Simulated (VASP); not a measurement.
Method: PBE GGA, VASP's PBE PAW potentials (set 64) (plane waves; VASP).

Input for VASP

INCAR:
```
SYSTEM = NbP
PREC = Accurate
ENCUT = 400
EDIFF = 1E-7
NELM = 100
ALGO = Normal
LREAL = .FALSE.
LASPH = .TRUE.
ISMEAR = -5
GGA = PE
LMAXMIX = 4
LWAVE = .FALSE.
LCHARG = .TRUE.
LORBIT = 11
NEDOS = 601
ISIF = 2
```

POSCAR:
```
NbP
1
    0.0000000000     2.7883638737     2.7883638737
    2.7883638737     0.0000000000     2.7883638737
    2.7883638737     2.7883638737     0.0000000000
Nb P
1 1
Direct
  0.0000000000   0.0000000000   0.0000000000
  0.2500000000   0.2500000000   0.2500000000
```

**KPOINTS**
```
Automatic mesh
0
gamma
  13 13 13
0 0 0
```

POTCAR, in this order: Nb_sv P (PBE.64 set). Program: vasp_std.

Q: What will the output report for the number of irreducible k-points (NKPTS), number of bands (NBANDS), largest plane-wave count, number of space-group operations, FFT grid (NGX, NGY, NGZ)?

A: 
```json
{
  "number of irreducible k-points (NKPTS)": "84",
  "number of bands (NBANDS)": "13",
  "largest_plane_wave_count": "809",
  "number_of_space_group_operations": "24",
  "FFT grid (NGX, NGY, NGZ)": "28 × 28 × 28"
}
```

The structure was generated: NbP was put into the zinc blende type (F-43m), which need not be its known phase. It was relaxed first, which changed the volume by -29 %.
